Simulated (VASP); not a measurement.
OSZICAR of a VASP run on FePt (L1_0):

**OSZICAR**
```
       N       E                     dE             d eps       ncg     rms          rms(c)
DAV:   1     0.229173002172E+02    0.22917E+02   -0.91005E+03 13320   0.139E+03
DAV:   2    -0.909061863491E+02   -0.11382E+03   -0.10122E+03 13226   0.271E+02
DAV:   3    -0.946706394052E+02   -0.37645E+01   -0.36919E+01 16026   0.602E+01
DAV:   4    -0.947068559155E+02   -0.36217E-01   -0.36208E-01 14838   0.510E+00
DAV:   5    -0.947076758128E+02   -0.81990E-03   -0.82039E-03 16900   0.851E-01    0.198E+01
DAV:   6    -0.966143207418E+02   -0.19066E+01   -0.41954E+01 14852   0.134E+02    0.408E+01
DAV:   7    -0.891903299712E+02    0.74240E+01   -0.16633E+01 16472   0.102E+02    0.910E+00
DAV:   8    -0.892144861921E+02   -0.24156E-01   -0.27458E+00 15280   0.176E+01    0.645E+00
DAV:   9    -0.892894508315E+02   -0.74965E-01   -0.50857E-01 14537   0.774E+00    0.272E+00
DAV:  10    -0.892869371974E+02    0.25136E-02   -0.20463E-01 17251   0.861E+00    0.130E+00
DAV:  11    -0.892863883681E+02    0.54883E-03   -0.26353E-02 14618   0.207E+00    0.571E-01
DAV:  12    -0.892885510472E+02   -0.21627E-02   -0.77414E-03 15446   0.101E+00    0.458E-01
DAV:  13    -0.892894672589E+02   -0.91621E-03   -0.10488E-02 14487   0.132E+00    0.287E-01
DAV:  14    -0.892881223057E+02    0.13450E-02   -0.28062E-03 13533   0.612E-01    0.767E-02
DAV:  15    -0.892882166545E+02   -0.94349E-04   -0.22616E-04 15678   0.190E-01    0.298E-02
DAV:  16    -0.892882089340E+02    0.77205E-05   -0.20547E-04 13922   0.144E-01    0.168E-02
DAV:  17    -0.892882509344E+02   -0.42000E-04   -0.18945E-04 13681   0.127E-01    0.120E-02
DAV:  18    -0.892882123201E+02    0.38614E-04   -0.71842E-05 13681   0.761E-02    0.414E-03
DAV:  19    -0.892882152876E+02   -0.29675E-05   -0.16950E-06 15207   0.145E-02    0.148E-03
DAV:  20    -0.892882150754E+02    0.21221E-06   -0.21943E-07 11582   0.505E-03    0.493E-04
DAV:  21    -0.892882158725E+02   -0.79714E-06   -0.98827E-08  9529   0.319E-03    0.314E-04
DAV:  22    -0.892882161652E+02   -0.29263E-06   -0.53301E-08  8356   0.225E-03    0.137E-04
DAV:  23    -0.892882160761E+02    0.89075E-07   -0.28176E-08  7383   0.162E-03
   1 F= -.89288216E+02 E0= -.89288216E+02  d E =0.000000E+00  mag=     3.4907
       N       E                     dE             ncg
```

Question: Which electronic solver shows in the log?

Answer: It is blocked Davidson (ALGO = Normal, or the opening steps of other solvers). The INCAR had ALGO = Normal.

Question: How was spin treated?

Answer: Collinear spin (ISPIN = 2): the summary line carries one mag value, 3.49 μB in the cell.

Question: Can the final energy be trusted as converged?

Answer: Self-consistency was reached. It stopped with EDIFF = 1E-7, NELM = 100 (SCAN meta-GGA, plane waves, VASP's PBE PAW potentials (set 64)).

The compound is FePt in the L1_0 structure. It was relaxed first.
